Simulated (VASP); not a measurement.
VASP input:

POSCAR:
```
Na
1
    3.4866070000     0.0000000000     0.0000000000
    0.0000000000     3.4866070000     0.0000000000
    0.0000000000     0.0000000000     3.4866070000
Na
1
Direct
  0.0000000000   0.0000000000   0.0000000000
```

File KPOINTS:
```
Automatic mesh
0
Gamma
10 10 10
0 0 0
```

INCAR:
```
# general
SYSTEM = Na
PREC   = Accurate
ENCUT  = 400
LREAL  = F
LASPH  = T

# electronic loop
EDIFF  = 1E-6
NELM   = 100
ALGO   = Normal

# smearing
ISMEAR = 1
SIGMA  = 0.1

# functional
GGA    = PS

# ions
IBRION = 2
NSW    = 60
ISIF   = 3
EDIFFG = -0.01

# output
LWAVE  = F
LCHARG = F
```

POTCAR, in this order: Na_pv (PBE.64 set). Program: vasp_std.

**Question.** Translate this PBEsol calculation to Quantum ESPRESSO's pw.x.

**Answer.** One equivalent input (not run):
```
&CONTROL
  calculation = 'vc-relax'
  pseudo_dir = './pseudo'
  outdir = './out'
  tprnfor = .true.
  tstress = .true.
  nstep = 60
  forc_conv_thr = 0.00039
/
&SYSTEM
  ibrav = 0
  nat = 1
  ntyp = 1
  ecutwfc = 88
  occupations = 'smearing'
  smearing = 'methfessel-paxton'
  degauss = 0.00735
  input_dft = 'pbesol'
/
&ELECTRONS
  conv_thr = 7.3e-08
  electron_maxstep = 100
/
&IONS
/
&CELL
/
ATOMIC_SPECIES
  Na 22.990 Na.upf
CELL_PARAMETERS angstrom
     3.4866070    0.0000000    0.0000000
     0.0000000    3.4866070    0.0000000
     0.0000000    0.0000000    3.4866070
ATOMIC_POSITIONS crystal
  Na   0.0000000  0.0000000  0.0000000
K_POINTS automatic
  10 10 10 0 0 0
```
The two are equivalent in intent, not identical: the potentials are each code's own (VASP's PAW set, PseudoDojo norm-conserving files in pw.x), so ENCUT and ecutwfc are chosen apart and not converted; conv_thr bounds pw.x's estimated SCF error, while EDIFF bounds the energy change between steps; forc_conv_thr acts on force components and is met together with etot_conv_thr.

The structure was generated: Na was put into the simple-cubic type (Pm-3m), which need not be its known phase. This run relaxes it. Symmetry was kept, so distortions that lower it aren't found.
